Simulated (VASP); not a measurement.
Crystal: Ru.

```
Ru
1.0
     2.68923    0.00000    0.00000
    -1.34462    2.32894    0.00000
     0.00000    0.00000    4.25201
Ru
2
Direct
  0.33333 0.66667 0.25000
  0.66667 0.33333 0.75000
```

Base run:

* Program: VASP 6.6.1
* Functional: PBEsol
* Potentials or basis: VASP PAW PBE potentials, release 64 (Ru_pv)
* Cutoff: 520 eV
* k mesh: 27 × 27 × 16
* Occupations: gaussian, width 0.1 eV
* Spin: no spin polarisation

Its results: band gap on the k mesh none (metal or under the smearing width); pressure 0.0 GPa.

Task: The run is repeated on the same cell with these changes: functional from PBEsol to r2SCAN; k mesh from 27 × 27 × 16 to 18 × 18 × 10. What comes out?

Result: Band gap on the k mesh none (metal or under the smearing width); pressure 6.1 GPa.

Several settings changed at once, so the effect can't be laid on one alone.

Caveats: the PAW data sets were made with another functional, which shifts forces and pressure a little.
